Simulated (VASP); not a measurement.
OSZICAR of a VASP run on Eu (bcc):

### OSZICAR
```
       N       E                     dE             d eps       ncg     rms          rms(c)
DAV:   1     0.983307868009E+01    0.98331E+01   -0.37410E+03   784   0.804E+02
DAV:   2    -0.163748357558E+01   -0.11471E+02   -0.11318E+02  1040   0.112E+02
DAV:   3    -0.182907834636E+01   -0.19159E+00   -0.18621E+00  1128   0.107E+01
DAV:   4    -0.183046698764E+01   -0.13886E-02   -0.13885E-02  1120   0.116E+00
DAV:   5    -0.183047386551E+01   -0.68779E-05   -0.68779E-05  1128   0.731E-02    0.641E+00
DAV:   6    -0.184203466373E+01   -0.11561E-01   -0.15035E-03  1184   0.404E-01    0.382E+00
DAV:   7    -0.184852367990E+01   -0.64890E-02   -0.37022E-03  1160   0.605E-01    0.562E-02
DAV:   8    -0.184855986892E+01   -0.36189E-04   -0.11041E-04  1248   0.895E-02    0.140E-02
DAV:   9    -0.184856632485E+01   -0.64559E-05   -0.73389E-06  1192   0.220E-02    0.532E-03
DAV:  10    -0.184856611648E+01    0.20836E-06   -0.15929E-06  1056   0.100E-02
   1 F= -.20533071E+01 E0= -.20532011E+01  d E =-.205331E+01
       N       E                     dE             d eps       ncg     rms          rms(c)
DAV:   1    -0.193877028487E+01   -0.90204E-01   -0.17544E+00   848   0.136E+01    0.117E+00
DAV:   2    -0.188264408415E+01    0.56126E-01   -0.55540E-02  1136   0.233E+00    0.635E-01
DAV:   3    -0.185874695365E+01    0.23897E-01   -0.70853E-02  1168   0.251E+00    0.295E-01
DAV:   4    -0.185870115308E+01    0.45801E-04   -0.51715E-04   984   0.208E-01    0.155E-01
DAV:   5    -0.185871609450E+01   -0.14941E-04   -0.17094E-04  1144   0.105E-01    0.104E-02
DAV:   6    -0.185871371135E+01    0.23831E-05   -0.48384E-06  1208   0.190E-02    0.256E-03
DAV:   7    -0.185871383990E+01   -0.12854E-06   -0.80148E-08   440   0.261E-03
   2 F= -.20688286E+01 E0= -.20688093E+01  d E =-.155216E-01
       N       E                     dE             d eps       ncg     rms          rms(c)
DAV:   1    -0.196929285912E+01   -0.11058E+00   -0.24443E+00   832   0.162E+01    0.139E+00
DAV:   2    -0.189110257040E+01    0.78190E-01   -0.77958E-02  1136   0.280E+00    0.751E-01
DAV:   3    -0.185825558998E+01    0.32847E-01   -0.97424E-02  1152   0.299E+00    0.348E-01
DAV:   4    -0.185819706679E+01    0.58523E-04   -0.76807E-04   928   0.246E-01    0.161E-01
DAV:   5    -0.185820896255E+01   -0.11896E-04   -0.20916E-04  1136   0.123E-01    0.131E-02
DAV:   6    -0.185820541963E+01    0.35429E-05   -0.67467E-06  1184   0.229E-02    0.303E-03
DAV:   7    -0.185820561386E+01   -0.19422E-06   -0.11298E-07   416   0.296E-03
   3 F= -.20767518E+01 E0= -.20767330E+01  d E =-.234447E-01
       N       E                     dE             d eps       ncg     rms          rms(c)
DAV:   1    -0.186008182643E+01   -0.18764E-02   -0.77198E-02   872   0.289E+00    0.245E-01
DAV:   2    -0.185764417722E+01    0.24376E-02   -0.24413E-03  1128   0.501E-01    0.132E-01
DAV:   3    -0.185661653560E+01    0.10276E-02   -0.30808E-03  1152   0.535E-01    0.617E-02
DAV:   4    -0.185661785883E+01   -0.13232E-05   -0.24278E-05   984   0.448E-02    0.299E-02
DAV:   5    -0.185662132296E+01   -0.34641E-05   -0.70047E-06  1112   0.224E-02    0.250E-03
DAV:   6    -0.185662095280E+01    0.37016E-06   -0.13996E-07   408   0.367E-03
   4 F= -.20769334E+01 E0= -.20768946E+01  d E =-.236264E-01
```

Q: Which electronic solver shows in the log?

A: It is blocked Davidson (ALGO = Normal, or the opening steps of other solvers). The INCAR had ALGO = Normal.

Q: Can the final energy be trusted as converged?

A: The run converged. It stopped with EDIFF = 1E-6, NELM = 100, NSW = 60 and EDIFFG = -0.01 after 4 ionic steps (PBE GGA with D3 dispersion (zero damping), plane waves, VASP's PBE PAW potentials (set 64)). The 4f electrons are frozen in the core of the lanthanide potential, so 4f levels, which can set the real gap, and their magnetism are missing. Energy and stress use the plane-wave basis of the starting cell.

The compound is Eu in the bcc structure. This run relaxes it. Symmetry was kept, so distortions that lower it aren't found.
